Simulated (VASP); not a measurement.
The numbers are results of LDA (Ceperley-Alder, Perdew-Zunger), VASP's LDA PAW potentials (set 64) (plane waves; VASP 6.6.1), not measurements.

The input files of a VASP run:

**INCAR**
```
SYSTEM = AgF
PREC = Accurate
ENCUT = 400
EDIFF = 1E-6
NELM = 100
ALGO = Normal
LREAL = .FALSE.
LASPH = .TRUE.
ISMEAR = -1
SIGMA = 0.1
LMAXMIX = 4
LWAVE = .FALSE.
LCHARG = .FALSE.
ISIF = 2
```

**KPOINTS**
```
Automatic
0
Gamma
6 5 1
```

### POSCAR
```
AgF
1
    3.0881920000     0.0000000000     0.0000000000
    0.0000000000     3.6481390000     0.0000000000
    0.0000000000     0.0000000000    16.2836260000
Ag F
2 2
Direct
  0.7500000000   0.8723000000   0.5701200000
  0.2500000000   0.3723000000   0.4298800000
  0.2500000000   0.5023000000   0.5545500000
  0.7500000000   0.0023000000   0.4454500000
```

POTCAR, in this order: Ag F (LDA.64 set). Program: vasp_std.

**Question.** What will the output report for the number of irreducible k-points (NKPTS), largest plane-wave count, number of space-group operations, FFT grid (NGX, NGY, NGZ)?

**Answer.** 
```json
{
  "number of irreducible k-points (NKPTS)": "12",
  "largest_plane_wave_count": "3356",
  "number_of_space_group_operations": "4",
  "FFT grid (NGX, NGY, NGZ)": "20 × 24 × 108"
}
```

The cell is a sheet with vacuum, built from a generated structure.
